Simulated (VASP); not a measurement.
All values below come from TPSS meta-GGA, VASP's PBE PAW potentials (set 64) (plane waves; VASP).

The input files of a VASP run:

INCAR:
```
SYSTEM = CdF2
PREC = Accurate; ENCUT = 520; LREAL = .False.
LASPH = .True.
EDIFF = 1E-6; NELM = 100; ALGO = Normal
LMAXMIX = 4; LMIXTAU = .True.
ISMEAR = 0; SIGMA = 0.05
METAGGA = TPSS
IBRION = 2; NSW = 60; ISIF = 3
EDIFFG = -0.02
LWAVE = .False.; LCHARG = .False.
```

File POSCAR:
```
CdF2
1
    0.0000000000     2.7187715963     2.7187715963
    2.7187715963    -0.0000000000     2.7187715963
    2.7187715963     2.7187715963    -0.0000000000
Cd F
1 2
Direct
  0.0000000000   0.0000000000   0.0000000000
  0.2500000000   0.2500000000   0.2500000000
  0.7500000000   0.7500000000   0.7500000000
```

File KPOINTS:
```
Automatic mesh
0
Gamma
6 6 6
0 0 0
```

POTCAR, in this order: Cd F (PBE.64 set). Program: vasp_std.

The run wrote:

OUTCAR:
```
 ion  position               nearest neighbor table
   1  0.000  0.000  0.000-   3 2.35   3 2.35   3 2.35   2 2.35   3 2.35   2 2.35   2 2.35   2 2.35
  LATTYP: Found a face centered cubic cell.
 ALAT       =     5.4375431926
 Subroutine PRICEL returns:
 Original cell was already a primitive cell.
 Subroutine GETGRP returns: Found 48 space group operations
The static configuration has the point symmetry O_h .
The dynamic configuration has the point symmetry O_h .
 Subroutine INISYM returns: Found 48 space group operations
 Subroutine IBZKPT returns following result:
 Found     16 irreducible k-points:

 Following reciprocal coordinates:
            Coordinates               Weight
  0.000000  0.000000  0.000000      1.000000
  0.166667  0.000000  0.000000      8.000000
  0.333333  0.000000  0.000000      8.000000
  0.500000  0.000000  0.000000      4.000000
  0.166667  0.166667  0.000000      6.000000
  0.333333  0.166667  0.000000     24.000000
  0.500000  0.166667  0.000000     24.000000
 -0.333333  0.166667  0.000000     24.000000
 -0.166667  0.166667  0.000000     12.000000
  0.333333  0.333333  0.000000      6.000000
...
```

### OSZICAR
```
       N       E                     dE             d eps       ncg     rms          rms(c)
DAV:   1     0.203962799586E+03    0.20396E+03   -0.15665E+04   552   0.155E+03
DAV:   2    -0.463759468991E+01   -0.20860E+03   -0.20214E+03   653   0.405E+02
DAV:   3    -0.134752431285E+02   -0.88376E+01   -0.88237E+01   580   0.954E+01
DAV:   4    -0.135181895694E+02   -0.42946E-01   -0.42939E-01   662   0.654E+00
DAV:   5    -0.135183235445E+02   -0.13398E-03   -0.13397E-03   575   0.308E-01    0.109E+01
DAV:   6    -0.247757477557E+02   -0.11257E+02   -0.10620E+02   544   0.152E+02    0.109E+01
DAV:   7    -0.248780424017E+02   -0.10229E+00   -0.50894E-01   551   0.130E+01    0.916E+00
DAV:   8    -0.247436508923E+02    0.13439E+00   -0.12238E+01   558   0.440E+01    0.554E+00
DAV:   9    -0.246615324289E+02    0.82118E-01   -0.35807E+00   566   0.235E+01    0.149E+00
DAV:  10    -0.246578711267E+02    0.36613E-02   -0.10671E+00   595   0.157E+01    0.132E+00
DAV:  11    -0.245034035816E+02    0.15447E+00   -0.20263E-01   544   0.537E+00    0.509E-01
DAV:  12    -0.245154399281E+02   -0.12036E-01   -0.18582E-02   551   0.137E+00    0.111E-01
DAV:  13    -0.245053547503E+02    0.10085E-01   -0.92903E-03   546   0.125E+00    0.261E-01
DAV:  14    -0.245140540463E+02   -0.86993E-02   -0.13042E-02   552   0.153E+00    0.401E-02
DAV:  15    -0.245198531809E+02   -0.57991E-02   -0.17987E-03   558   0.549E-01    0.553E-02
DAV:  16    -0.245199399394E+02   -0.86758E-04   -0.98795E-05   547   0.127E-01    0.308E-02
DAV:  17    -0.245199161059E+02    0.23833E-04   -0.12831E-04   567   0.137E-01    0.132E-02
DAV:  18    -0.245200021214E+02   -0.86015E-04   -0.36847E-05   546   0.770E-02    0.573E-03
DAV:  19    -0.245200282422E+02   -0.26121E-04   -0.24979E-06   544   0.230E-02    0.397E-03
DAV:  20    -0.245200256728E+02    0.25695E-05   -0.17846E-06   406   0.141E-02    0.125E-03
DAV:  21    -0.245200293949E+02   -0.37221E-05   -0.24806E-07   405   0.703E-03    0.184E-03
DAV:  22    -0.245200291304E+02    0.26445E-06   -0.14732E-07   338   0.500E-03
   1 F= -.24520029E+02 E0= -.24520029E+02  d E =-.245200E+02
```

File OUTCAR:
```
------------------------ aborting loop because EDIFF is reached ----------------------------------------
  FORCE on cell =-STRESS in cart. coord.  units (eV):
  Direction    XX          YY          ZZ          XY          YZ          ZX
  --------------------------------------------------------------------------------------
  Total        0.0496442      0.0496442      0.0496442      0.0000000      0.0000000      0.0000000
  in kB        1.9789305      1.9789305      1.9789305      0.0000000      0.0000000      0.0000000
  external PRESSURE =       1.9789305 kB  Pullay stress =       0.0000000 kB
  volume of cell :       40.19
      direct lattice vectors                 reciprocal lattice vectors
     0.000000000  2.718771596  2.718771596    -0.183906585  0.183906585  0.183906585
     2.718771596  0.000000000  2.718771596     0.183906585 -0.183906585  0.183906585
     2.718771596  2.718771596  0.000000000     0.183906585  0.183906585 -0.183906585
 POSITION                                       TOTAL-FORCE (eV/Angst)
 -----------------------------------------------------------------------------------
      0.00000      0.00000      0.00000         0.000000     -0.000000     -0.000000
      1.35939      1.35939      1.35939         0.000000      0.000000      0.000000
      4.07816      4.07816      4.07816        -0.000000     -0.000000     -0.000000
 -----------------------------------------------------------------------------------
    total drift:                                0.000000     -0.000000      0.000000
  FREE ENERGIE OF THE ION-ELECTRON SYSTEM (eV)
  ---------------------------------------------------
  free  energy   TOTEN  =       -24.5200291304 eV

  energy  without entropy=      -24.5200291304  energy(sigma->0) =      -24.52002913

 reached required accuracy - stopping structural energy minimisation
```
(Selected blocks of OUTCAR.)

The compound is CdF2 in the fluorite structure. It was relaxed first. The start is the result of an earlier pass.
